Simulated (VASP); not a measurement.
Data:

```xyz
5
Lattice="4.1594 0.0000 0.0000 0.0000 4.1594 0.0000 0.0000 0.0000 4.1594" Properties=species:S:1:pos:R:3 pbc="T T T"
Ce     2.0797     2.0797     2.0797
Ru     2.0797     0.0000     0.0000
Ru     0.0000     2.0797     0.0000
Ru     0.0000     0.0000     2.0797
C      0.0000     0.0000     0.0000
```

Level of theory: PBE GGA, VASP's PBE PAW potentials (set 64) (plane waves; VASP). Run with 520 eV cut-off, 7×7×7 Γ-centred mesh, first-order Methfessel-Paxton smearing of 0.10 eV, potentials Ce Ru_pv C.

Question: Give the stress tensor in GPa (positive for a compressed cell).

Answer: 
```
2.36  0.00  0.00
0.00  2.36  0.00
0.00  0.00  2.36
```
The pressure is its mean diagonal, 2.36 GPa.

The structure comes from a computed database's CeRu3C entry (Pm-3m); how it stands against other phases isn't given here. The cell was not relaxed at this level. The run is not spin-polarised, so no magnetic state was tried.
